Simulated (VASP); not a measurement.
VASP input:

POSCAR:
```
Lu
1
    1.7451102083    -3.0226196317    -0.0000000000
    1.7451102083     3.0226196317     0.0000000000
    0.0000000000     0.0000000000     5.4497355089
Lu
2
Direct
  0.3333330000   0.6666670000   0.2500000000
  0.6666670000   0.3333330000   0.7500000000
```

INCAR:
```
LMAXMIX  =  6   ! l cut-off of mixed one-centre charges
ENCUT  =  520   ! plane-wave cut-off (eV)
LWAVE  =  .FALSE.
SIGMA  =  0.1
NSW  =  60   ! most ionic steps
IBRION  =  2   ! conjugate gradients
GGA  =  PE
ISMEAR  =  1
LREAL  =  .FALSE.   ! projection in real space or not
EDIFFG  =  -0.01
LASPH  =  .TRUE.   ! aspherical one-centre terms
NELM  =  100   ! most electronic steps
IVDW  =  13   ! D4
PREC  =  Accurate
ALGO  =  Normal   ! blocked Davidson
EDIFF  =  1E-6   ! SCF stop (eV)
ISIF  =  3
LCHARG  =  .FALSE.
SYSTEM  =  Lu
```

KPOINTS:
```
Automatic mesh
0
Gamma
11 11 6
0 0 0
```

POTCAR, in this order: Lu_3 (PBE.64 set). Program: vasp_std.

Translate this PBE-D4 calculation to Ansatz.

One equivalent input (not run):
Ansatz 0.2 input:
```yaml
crystal:
  lattice:
    - [1.7451102, -3.0226196, 0.0000000]
    - [1.7451102, 3.0226196, 0.0000000]
    - [0.0000000, 0.0000000, 5.4497355]
  atoms:
    - { symbol: Lu, position: [0.3333330, 0.6666670, 0.2500000] }
    - { symbol: Lu, position: [0.6666670, 0.3333330, 0.7500000] }
kpoints:
  mp_grid: { grid: [11, 11, 6] }
hamiltonian:
  xc: pbe
  dispersion: d4
  pseudopotentials: { kind: paw }
scf:
  occupations: { method: methfessel_paxton, width: 0.1 }
  max_iter: 100
relax:
  max_steps: 60
  f_tol: 0.01
  cell: {}
output: { forces: true, stress: true, eigenvalues: true }
```
What does not carry over: each code has its own PAW files, so the cut-off isn't converted (ENCUT is set for VASP's; basis.ecutwfc is left out, and Ansatz then takes the one that its files recommend); Ansatz stops its SCF on the density residual and VASP on the energy change (EDIFF).

The compound is Lu in the hcp structure. It was relaxed first. The start is the result of an earlier pass.
